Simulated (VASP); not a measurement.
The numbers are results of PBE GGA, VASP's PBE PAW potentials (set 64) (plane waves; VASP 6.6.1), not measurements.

Input for VASP

KPOINTS:
```
Regular mesh
0
G
12 12 12
```

INCAR:
```
SYSTEM  =  CoAl
EDIFF  =  1E-7
ENCUT  =  480   # plane-wave cut-off (eV)
ALGO  =  Normal
NELM  =  100
ISMEAR  =  1   # Methfessel-Paxton
GGA  =  PE
LWAVE  =  .FALSE.
LCHARG  =  .FALSE.
PREC  =  Accurate
SIGMA  =  0.1
LASPH  =  .TRUE.   # aspherical one-centre terms
ISIF  =  2   # forces and stress, cell fixed
LREAL  =  .FALSE.   # projection in real space or not
LMAXMIX  =  4
```

POSCAR:
```
CoAl
1
    2.8498343050     0.0000000000    -0.0000000000
    0.0000000000     2.8498343050    -0.0000000000
    0.0000000000     0.0000000000     2.8498343050
Al Co
1 1
Direct
  0.5000000000   0.5000000000   0.5000000000
  0.0000000000   0.0000000000   0.0000000000
```

POTCAR, in this order: Al Co (PBE.64 set). Program: vasp_std.

Question: Estimate the energy per atom (σ→0), band gap (on the k-mesh).

Answer: 
```json
{
 "energy per atom (σ→0)": "-5.994 eV/atom",
 "band gap (on the k-mesh)": "none (metal, semimetal or under 0.01 eV)"
}
```

OSZICAR:
```
...
DAV:   7    -0.120072354528E+02    0.44157E+01   -0.32026E+01  1842   0.808E+01    0.181E+00
DAV:   8    -0.120021024944E+02    0.51330E-02   -0.21794E-01  1752   0.411E+00    0.118E+00
DAV:   9    -0.119883048837E+02    0.13798E-01   -0.43035E-02  2078   0.296E+00    0.300E-01
DAV:  10    -0.119878175063E+02    0.48738E-03   -0.13749E-03  2090   0.512E-01    0.131E-01
DAV:  11    -0.119878070784E+02    0.10428E-04   -0.31131E-05  2208   0.577E-02    0.251E-02
DAV:  12    -0.119878024394E+02    0.46390E-05   -0.22148E-05  1990   0.651E-02    0.551E-03
DAV:  13    -0.119878023930E+02    0.46366E-07   -0.38451E-07  1728   0.563E-03
   1 F= -.11987802E+02 E0= -.11987761E+02  d E =-.125092E-03
```

The compound is CoAl in the CsCl type structure. It was relaxed first. The run is not spin-polarised, so no magnetic state was tried.
